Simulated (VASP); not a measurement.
Here is a VASP 6.6.1 calculation.

Contents of INCAR:

```
PREC     = Accurate       # precision mode
ENCUT    = 520            # plane-wave cutoff, eV
EDIFF    = 1E-7           # SCF threshold, eV
ISMEAR   = -1             # smearing method
SIGMA    = 0.05           # smearing width, eV
LREAL    = False          # projectors in reciprocal space
LASPH    = True           # aspherical terms in the spheres
NELM     = 60             # most SCF steps
ALGO     = Normal         # electronic algorithm
ISIF     = 2              # what is computed and relaxed
LWAVE    = False          # write WAVECAR
LCHARG   = True           # write CHGCAR
GGA      = PE             # functional
LELF     = True           # ELF
LVHAR    = True         
NBANDS   = 48             # bands
```

The input KPOINTS:

```
regular mesh
0
Gamma
  9 9 9
```

Contents of POSCAR:

```
Lu3Si
1.0
   -2.1945670000      2.1945670000      4.9577230000
    2.1945670000     -2.1945670000      4.9577230000
    2.1945670000      2.1945670000     -4.9577230000
Lu Si
3 1
Direct
    0.5000000000      0.5000000000      0.0000000000
    0.2500000000      0.7500000000      0.5000000000
    0.7500000000      0.2500000000      0.5000000000
    0.0000000000      0.0000000000      0.0000000000
```

Potentials or basis: VASP PAW PBE potentials, release 64 (Lu, Si).

Command:

```console
$ cat potpaw_PBE.64/Lu/POTCAR potpaw_PBE.64/Si/POTCAR > POTCAR
$ mpirun -np 1 vasp_std > vasp.out
```

(1) Estimate the band gap on the k mesh.

(2) Predict the pressure.

Results:

(1) none (metal or under the smearing width).

(2) -0.5 GPa.
